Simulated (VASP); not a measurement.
All values below come from PBEsol GGA, VASP's PBE PAW potentials (set 64) (plane waves; VASP). Each cell was relaxed at this level.

Without a dispersion term in the relaxation, distances and binding between the weakly bound layers, chains or molecules are unreliable, and so is what depends on them.

Task: Which of these has an unstable (imaginary) mode at Γ?
A. SnS2, P6_3mc (186)
B. SnSb, R-3m (166)
C. Sn, I4_1/amd (141)
D. Ag2S, Cmce (64)

Result: D, Ag2S, Cmce (64). Its optical Γ-point modes are 104i, 16, 35, 37, 69, 77, 81, 95, 111, 116, 116, 125, 177, 196, 235 cm⁻¹.
